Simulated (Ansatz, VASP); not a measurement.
Rh12N: VASP beside Ansatz

```
Rh N
1.0
     5.41659    0.00000    0.00000
     0.00000    5.41659    0.00000
     0.00000    0.00000   19.17374
Rh N
12 1
Direct
  0.25000 0.25000 0.20862
  0.25000 0.75000 0.20862
  0.75000 0.25000 0.20862
  0.75000 0.75000 0.20862
  0.00000 0.00000 0.30450
  0.00000 0.50000 0.30450
  0.50000 0.00000 0.30450
  0.50000 0.50000 0.30450
  0.25000 0.25000 0.40022
  0.25000 0.75000 0.40022
  0.75000 0.25000 0.40022
  0.75000 0.75000 0.40022
  0.50000 0.50000 0.43824
```

Alike in both runs: functional PBE; k mesh 5 × 5 × 1; occupations gaussian, width 0.1 eV; no spin polarisation.

Ansatz relaxed the structure, and its values are those at the end. VASP's run is a single point on that final structure, the one shown.

|  | VASP | Ansatz |
| --- | --- | --- |
| version | VASP 6.6.1 | Ansatz 0.2.0 |
| potentials or method | VASP PAW PBE potentials, release 64 (Rh_pv, N) | scalar-relativistic, plane waves, PAW |
| plane-wave cutoff (eV) | 520 | 420 |
| valence electrons in the cell | 185 | 209 |

Ansatz gave:

* gap on the k mesh at the Fermi level (eV): none
* rms of the force components (eV/Å): 0.415

Q: What did VASP give for the same quantities?

A: gap on the k mesh at the Fermi level (eV): none; rms of the force components (eV/Å): 0.414.

A gap of «none» marks a metal or a gap that the smearing closes. The two sets of potentials don't hold the same shells in valence.
